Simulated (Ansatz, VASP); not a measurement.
Hf3Cu in VASP and in Ansatz

```xyz
4
Lattice="4.2917 0.0000 0.0000 0.0000 4.2917 0.0000 0.0000 0.0000 4.2917" Properties=species:S:1:pos:R:3 pbc="T T T"
Hf    0.0000    2.1459    2.1459
Hf    2.1459    0.0000    2.1459
Hf    2.1459    2.1459    0.0000
Cu    0.0000    0.0000    0.0000
```

Alike in both runs: functional PBE; k mesh 4 × 4 × 4; occupations gaussian, width 0.1 eV; no spin polarisation.

Ansatz relaxed the structure, and its values are those at the end. VASP's run is a single point on that final structure, the one shown.

|  | VASP | Ansatz |
| --- | --- | --- |
| version | VASP 6.6.1 | Ansatz 0.2.0 |
| potentials or method | VASP PAW PBE potentials, release 64 (Hf_pv, Cu) | scalar-relativistic, plane waves, PAW |
| plane-wave cutoff (eV) | 520 | 420 |
| valence electrons in the cell | 41 | 97 |

|  | VASP | Ansatz | Ansatz less VASP |
| --- | --- | --- | --- |
| gap on the k mesh at the Fermi level (eV) | none | none | - |
| pressure (GPa) | -0.6 | -0.3 | +0.28 |

A gap of «none» marks a metal or a gap that the smearing closes. The functional is the same, so the differences come from potentials, cutoffs and numerics. The two sets of potentials don't hold the same shells in valence.

Caveats: the k mesh is coarse (spacing up to 0.37 Å⁻¹), so the values aren't converged. Spin-orbit coupling is left out, which matters for the levels of Hf.
